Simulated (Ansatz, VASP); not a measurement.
**CoSi2 in two plane-wave programs**

Wanted: the spread between two codes on one cell, functional and k mesh. The cell is taken from a series of runs on this material, whose earlier steps may have relaxed, scaled, displaced or heated it; both programs get it as it stands.

Method: plane waves, with VASP 6.6.1 beside it; zone-centre phonons at LDA, in Ansatz 0.2.0.

**1. The structure**

It takes space group Fm-3m (No. 225, cubic). The conventional cell has a = 5.166 Å, b = 5.166 Å, c = 5.166 Å, α = 90.00°, β = 90.00°, γ = 90.00°. Nearest to Si lie 4 Co at 2.24 Å. Co has 8 Si at 2.24 Å nearest. Farther neighbours are not listed.

Coordinates:

```cif
data_structure
_symmetry_space_group_name_H-M 'P 1'
_symmetry_Int_Tables_number 1
_cell_length_a 3.6532
_cell_length_b 3.6532
_cell_length_c 3.6532
_cell_angle_alpha 60.000
_cell_angle_beta 60.000
_cell_angle_gamma 60.000
_cell_volume 34.47
loop_
_atom_site_label
_atom_site_type_symbol
_atom_site_fract_x
_atom_site_fract_y
_atom_site_fract_z
_atom_site_occupancy
Si1 Si 0.25000 0.25000 0.25000 1
Si2 Si 0.75000 0.75000 0.75000 1
Co3 Co 0.00000 0.00000 0.00000 1
```

**2. Ansatz: zone-centre phonons, LDA**

Ansatz runs on its PAW soft_1 files.

Second derivatives magnify differences that forces hide, and they need a tight electronic threshold.

The input, input.yaml:

```yaml
crystal:
  lattice:
    - [0.0, 2.5831977913, 2.5831977913]
    - [2.5831977913, 0.0, 2.5831977913]
    - [2.5831977913, 2.5831977913, 0.0]
  atoms:
    - { symbol: Si, position: [0.25, 0.25, 0.25] }
    - { symbol: Si, position: [0.75, 0.75, 0.75] }
    - { symbol: Co, position: [0.0, 0.0, 0.0] }
kpoints:
  mp_grid: { grid: [16, 16, 16] }
hamiltonian:
  xc: lda
  pseudopotentials: { kind: paw, azcp: { folder: soft_1 }, xc_functional: pbe }
scf:
  occupations: { method: methfessel_paxton, width: 0.2 }
output:
  eigenvalues: true
phonons:
  method: dfpt
```

Launch:

```bash
> ansatz run input.yaml --threads 4 --pin off --max-ram 10240MiB --backend cpu --events-out ev --progress --plain --runs-dir out
```

Numbers of over 12 decimals in the logs are rounded to 6 here.

What it wrote:

```text
zone centre: on kpoints.mp_grid the ground state, and the responses unless they are solved on pairs of k-points, stand on 349 of the mesh's 4096 k-points, reduced under 8 symmetry operations, with k and −k counted as one. Each operation leaves every solved displacement unchanged or reverses it
Engine: ansatz 0.2.0, x86_64-unknown-linux-gnu
Pseudopotentials: kind: paw
Pseudopotential: Si, paw, valence charge 4, recommended cutoff 420 eV (normal), soft_1/Si.paw.azcp
Pseudopotential: Co, paw, valence charge 17, recommended cutoff 420 eV (normal), soft_1/Co.paw.azcp
Functional definition: SPW92
  exchange = slater_x
  correlation = pw_c
Crystal: 3 atoms, lattice volume = 34.475 Å³
Basis set: ecut = 420 eV, 645 PW (Γ), exchange–correlation on 50×50×50 points (8 copies of the dense FFT grid, shifted against one another)
Bands: 17, of which v1, the nominal top of the filled ones, is band 13 counted from 1 (12 counted from 0)
Symmetry: 48 space group operations
k-points: 349 of 4096 (irreducible under 8 space group operations, time reversal used)
Non-local potential: Si, projectors of the file, l = 0: 2, l = 1: 2, l = 2: 1
Non-local potential: Co, projectors of the file, l = 0: 3, l = 1: 2, l = 2: 3, l = 3: 1
PAW form: soft (Blöchl's): semilocal exchange-correlation on the pseudo side does not see the compensation charge
PAW frozen core: Si, regenerated for the run's functional, and the local potential with it (the file was generated under x = pbe(κ = 0.804, μ = 0.219515), c = pbe(β = 0.066725))
PAW frozen core: Co, regenerated for the run's functional, and the local potential with it (the file was generated under x = pbe(κ = 0.804, μ = 0.219515), c = pbe(β = 0.066725))
PAW one-centre angular grid: Si, 110 points (default); XC on 64 Gauss nodes
PAW one-centre angular grid: Co, 590 points (default); XC on 64 Gauss nodes
Initial density: superposition of atomic densities (chi_scale 0.1, normalization cell, long waves kept (reshape's long-wave potential 0.00 eV rms))
Initial wavefunctions: pseudopotential atomic-orbital guess
Functional: x = slater, c = lda
SCF iter   1: F=—  HF=-6283.069812 eV  |F-HF|=—  |Δ(HF+E_count)|=         —  Δρ=1.35e-1  dr2=7.16e0  ethr=3.10e-3  ⟨swp⟩=5.0  Hψ=30438  notcnv=0
preconditioner: auto → Kerker (q_TF=auto, 2.586 Å⁻¹)  [metal: Δε(μ)=0.019 eV  Ē_g=9.536 eV  σ=0.200 eV  W_gap=0.08  n_scr=14 (ndim 8)  ℏωp=26.1 eV  f_vac=0.000  D(μ)=0.84/eV (n_scr^D=0)]
SCF iter   2: F=—  HF=-6282.350145 eV  |F-HF|=—  |Δ(HF+E_count)|=   7.20e-1  S|Δr|=    0.00e0  Δρ=6.02e-2  dr2=1.94e0  ethr=3.10e-3  ⟨swp⟩=2.7  Hψ=12579  notcnv=0  defer=79
SCF iter   3: F=—  HF=-6281.867320 eV  |F-HF|=—  |Δ(HF+E_count)|=   4.83e-1  S|Δr|=    0.00e0  Δρ=2.32e-2  dr2=2.42e-1  ethr=3.10e-3  ⟨swp⟩=2.2  Hψ=10386  notcnv=0  defer=79
SCF iter   4: F=—  HF=-6281.834220 eV  |F-HF|=—  |Δ(HF+E_count)|=   3.31e-2  S|Δr|=    0.00e0  Δρ=1.02e-2  dr2=2.53e-2  ethr=9.67e-4  ⟨swp⟩=1.9  Hψ=9193  notcnv=0  defer=77
SCF iter   5: F=—  HF=-6281.833107 eV  |F-HF|=—  |Δ(HF+E_count)|=   1.11e-3  S|Δr|=    0.00e0  Δρ=3.97e-3  dr2=6.21e-3  ethr=1.01e-4  ⟨swp⟩=1.2  Hψ=6257  notcnv=0  defer=75
SCF iter   6: F=—  HF=-6281.832145 eV  |F-HF|=—  |Δ(HF+E_count)|=   9.62e-4  S|Δr|=    0.00e0  Δρ=1.08e-3  dr2=5.82e-4  ethr=2.49e-5  ⟨swp⟩=1.0  Hψ=5915  notcnv=0  defer=75
SCF iter   7: F=—  HF=-6281.832009 eV  |F-HF|=—  |Δ(HF+E_count)|=   1.36e-4  S|Δr|=    0.00e0  Δρ=1.54e-4  dr2=1.20e-5  ethr=2.33e-6  ⟨swp⟩=2.1  Hψ=8842  notcnv=0  defer=75
SCF iter   8: F=—  HF=-6281.832004 eV  |F-HF|=—  |Δ(HF+E_count)|=   4.89e-6  S|Δr|=    0.00e0  Δρ=1.16e-5  dr2=5.18e-8  ethr=4.80e-8  ⟨swp⟩=2.4  Hψ=7814  notcnv=0  defer=75
SCF iter   9: F=—  HF=-6281.832006 eV  |F-HF|=—  |Δ(HF+E_count)|=   2.07e-6  S|Δr|=    0.00e0  Δρ=2.46e-6  dr2=2.33e-9  ethr=2.07e-10  ⟨swp⟩=2.3  Hψ=8959  notcnv=0  defer=75
SCF iter  10: F=-6281.832006 eV  HF=-6281.832006 eV  |F-HF|=3.64e-12  |Δ(HF+E_count)|=  5.15e-10  S|Δr|=    0.00e0  Δρ=2.07e-7  dr2=8.50e-12  ethr=1.00e-12  ⟨swp⟩=5.9  Hψ=32035  notcnv=0
SCF 1 converged in 10 iterations: F = -6281.832006 eV  dr2 = 8.50e-12
  greatest PAW one-centre occupation: 1.002 electrons in one spin orbital (limit 2), on the Co atom at site 2 (counted from 0), in its partial waves of l = 1
DFPT response loops at Γ: preconditioner auto → Kerker (q_TF=auto, 2.586 Å⁻¹) (partly filled bands, converged f_vac=0.000); β = 1.00, the filter's whole step (`scf.mixing.beta` (0.50) is not read by the response loops under this deck's `scf.mixing.preconditioner`; to damp them name `kerker` or `kerker_dos`, under which they read `scf.mixing.beta`, and type it under 1.00, their step now; both keys bind the ground state too); Broyden in place of MSR1
SCF converged after 10 iterations
Stability not checked: this state was not tested for a lower state beside it, because cold or Methfessel-Paxton smearing, or corrected tetrahedra, fill the levels in a way that the test cannot read (fill_not_monotonic; see scf.lower_state_search)
Free energy (F): -6281.832006 eV
Harris-Foulkes:  -6281.832006 eV  (|F-HF|=3.64e-12)
Internal energy: -6281.832677 eV  (E = F + TS)
E sigma→0 (E₀):  -6281.832174 eV
Entropy (-TS):   0.000671 eV (0.224 meV/atom)
Fermi energy:    14.414637 eV
--- Per-component energies (eV) ---
  E_band       = -249.521695
  E_kinetic    = 392.807146
  E_local      = -3793.382548  (includes V_loc(G=0)·N_el)
  E_nonlocal   = 488.211221
  E_hartree    = 1727.400727
  E_xc         = -211.854087
  E_vxc        = -225.333508  (∫ρ·V_xc dr)
  E_paw        = -2482.028225  (= ΣΔE_a)
  E_vpaw       = -566.625570  (= ΣTr[D̂ρ^β])
  E_aug_tail   = 0.000034  (compensation charges beyond the density's cutoff)
  E_ewald      = -2403.573857
  E_core_change = 0.586913  (= ΣΔE_core)
  E_smearing   = 0.000671  (= −TS)
  E_closure    = 0.000000  (closes the sum)
  Σ components = -6281.832006   (vs F -6281.832006, Δ=0.00e0)
--- Band table (eV; the first three rows and the last of 349) ---
  k-point 0: bands = [... 9 lower, 12.1337, 16.2047, 17.9172, 17.9172, 17.9172, 18.3125, 18.3125, 18.3125]
  k-point 1: bands = [... 9 lower, 12.1129, 16.1613, 16.9564, 17.4853, 17.4853, 18.7892, 18.7892, 19.3906]
  k-point 2: bands = [... 9 lower, 12.0606, 15.3516, 16.8129, 16.9219, 16.9219, 19.3342, 19.3342, 19.9142]
  k-point 348: bands = [... 9 lower, 11.7853, 12.1151, 12.6918, 13.6349, 18.5517, 18.5517, 20.3732, 21.4297]
--- Phonons (Γ-DFPT): 2 representative perturbations + reference, on 349 of 4096 k-points (Σ response iterations 6) ---
  k mesh reduced under 8 symmetry operations, with k and −k counted as one. Each operation leaves every solved displacement unchanged or reverses it
  ASR residual: 5.923e-5 → 0.000e0 eV/Å²; symmetrization residual: 2.993e-7 eV/Å²
  ASR residual per site (eV/Å²): 5.92e-5 5.92e-5 1.48e-5
  Γ frequencies (cm⁻¹): 0.00 0.00 0.00 391.27 391.27 391.27 391.35 391.35 391.35
  non-analytic LO–TO correction: not included (Born effective charges unavailable; polar crystals: no LO–TO splitting at Γ)
```

[end of part 1 of 2]

[Lines on the potential files, build, host, timing and source positions are cut from VASP's logs without a mark.]

[Logs are printed without paths, hosts, clocks, repeated set-up lines and the standing remarks that a program may print on its own settings, such as how far it seeks lower states.]

[Hosts, paths, dates, database ids (printed as entryN), source tags and the programs' standing remarks are cut or masked in the printed files.]
